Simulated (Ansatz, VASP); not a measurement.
## Two plane-wave programs on MgVOF2

File INCAR:

```
SYSTEM = MgVOF2
ALGO = Normal
EDIFF = 1E-7
ENCUT = 520
GGA = PE
ISIF = 2
ISMEAR = -1
ISPIN = 2
LASPH = .TRUE.
LCHARG = .FALSE.
LMAXMIX = 4
LORBIT = 11
LREAL = .FALSE.
LWAVE = .FALSE.
MAGMOM = 2 0 0 0 0
NBANDS = 30
NELM = 120
PREC = Accurate
SIGMA = 0.05
```

KPOINTS

```
k-points
0
G
  7 7 8
  0 0 0
```

Contents of POSCAR:

```
MgVOF2
1.0
    4.8672253771     -2.1033325086      0.0000000000
    4.8672253771      2.1033325086      0.0000000000
   -0.0652179679      0.0000000000      3.4947382011
V Mg F O
1 1 2 1
Direct
    0.9796331700      0.9796331700      0.0070732300
    0.6370641800      0.6370641800      0.5168424700
    0.1234130900      0.1234130900      0.5158499700
    0.8407057700      0.8407057700      0.4996860200
    0.5385158700      0.5385158700      0.0119623000
```

The input input.yaml:

```yaml
crystal:
  lattice:
    - [4.8672253771, -2.1033325086, 0.0]
    - [4.8672253771, 2.1033325086, 0.0]
    - [-0.0652179679, 0.0, 3.4947382011]
  atoms:
    - { symbol: V, position: [0.97963317, 0.97963317, 0.00707323], spin: 2.0 }
    - { symbol: Mg, position: [0.63706418, 0.63706418, 0.51684247] }
    - { symbol: F, position: [0.12341309, 0.12341309, 0.51584997] }
    - { symbol: F, position: [0.84070577, 0.84070577, 0.49968602] }
    - { symbol: O, position: [0.53851587, 0.53851587, 0.0119623] }
hamiltonian:
  xc: pbe
  pseudopotentials: { kind: paw }
magnetization:
  spin_polarized: true
kpoints:
  mp_grid: { grid: [7, 7, 8] }
scf:
  occupations: { method: fermi_dirac, width: 0.05 }
output:
  forces: true
  stress: true
  eigenvalues: true
```

Change from the starting cell: volume scaled by 1.04.

Alike in both runs: task single point; functional PBE; k mesh 7 × 7 × 8; occupations fermi-dirac, width 0.05 eV; collinear spin, ferromagnetic start.

|  | VASP | Ansatz |
| --- | --- | --- |
| version | VASP 6.6.1 | Ansatz 0.2.0 |
| potentials or method | VASP PAW PBE potentials, release 64 (V_sv, Mg, F, O) | Ansatz PAW |
| plane-wave cutoff (eV) | 520 | 420 |
| valence electrons in the cell | 35 | 43 |

Ansatz gave:

| Property | Result |
| --- | --- |
| gap on the k mesh at the Fermi level (eV) | none |
| pressure (GPa) | -5.5 |
| largest component of the traceless stress (GPa) | 0.77 |
| rms of the force components (eV/Å) | 0.125 |
| net moment per atom (μB) | 0.60 |
| size of the moment on the site where the two differ most (μB) | 2.29 |

Task: Estimate VASP's values.

Result: gap on the k mesh at the Fermi level (eV): none; pressure (GPa): -5.7; largest component of the traceless stress (GPa): 0.81; rms of the force components (eV/Å): 0.115; net moment per atom (μB): 0.60; size of the moment on the site where the two differ most (μB): 2.66.

Site moments also hang on the region over which each program counts them. Atom by atom the forces differ by 0.013 eV/Å (rms over components). A gap of «none» marks a metal or a gap that the smearing closes. The two sets of potentials don't hold the same shells in valence.

Caveats: semilocal functionals often make such compounds metallic where correlation or magnetic order opens a gap, which also shifts bond lengths; the pressure holds a Pulay correction of +0.5 GPa for the finite cutoff (Ansatz).
